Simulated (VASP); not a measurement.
VASP runs on GdN (rock salt) share one base input (PBE GGA, plane waves, VASP's PBE PAW potentials (set 64)) and change the settings named in each case.

### POSCAR
```
GdN
1
    0.0000000000     2.4900000000     2.4900000000
    2.4900000000     0.0000000000     2.4900000000
    2.4900000000     2.4900000000     0.0000000000
Gd N
1 1
Direct
  0.0000000000   0.0000000000   0.0000000000
  0.5000000000   0.5000000000   0.5000000000
```

### INCAR
```
ISIF = 2
ENCUT = 520
GGA = PE   ! PBE
SYSTEM = GdN
LWAVE = .False.
ALGO = Normal   ! blocked Davidson
PREC = Accurate
LCHARG = .False.
LMAXMIX = 6
ISMEAR = 0   ! Gaussian
EDIFF = 1E-6
LASPH = .True.   ! aspherical one-centre terms
LREAL = .False.
SIGMA = 0.05
NELM = 100   ! most electronic steps
```

KPOINTS:
```
K-points
0
G
8 8 8
```

POTCAR, in this order: Gd_3 N (PBE.64 set). Program: vasp_std.

```tsv
change	E(σ→0) (eV/atom)	pressure (GPa)	−TS (eV)	irreducible k-points
base run	-8.0811	0.10	-0.0003	29
KGAMMA = .TRUE., KSPACING = 0.25, KPOINTS file removed	-8.0818	0.11	-0.0003	35
KGAMMA = .TRUE., KSPACING = 0.5, KPOINTS file removed	-8.0685	0.52	-0.0003	10
KGAMMA = .FALSE., KSPACING = 0.4, KPOINTS file removed	-8.0830	0.03	0.0000	28
KGAMMA = .TRUE., KSPACING = 0.8, KPOINTS file removed	-7.9643	2.32	0.0000	4
KGAMMA = .FALSE., KSPACING = 0.35, KPOINTS file removed	…	…	…	20
```

**Question.** Fill in the missing entries.

**Answer.** 
- KGAMMA = .FALSE., KSPACING = 0.35, KPOINTS file removed, E(σ→0) (eV/atom): -8.0794
- KGAMMA = .FALSE., KSPACING = 0.35, KPOINTS file removed, pressure (GPa): 0.18
- KGAMMA = .FALSE., KSPACING = 0.35, KPOINTS file removed, −TS (eV): -0.0004

The 4f electrons are frozen in the core of the lanthanide potential, so 4f levels, which can set the real gap, and their magnetism are missing.

Left out are runs that ran out of time, are held back, or changed the cell or the kind of run, fixed moments of cells without a moment, rows past the twelfth, gaps on odd meshes, pressures of charged cells and columns that move by less than the noise.

The compound is GdN in the rock salt structure. The cell was not relaxed at this level.
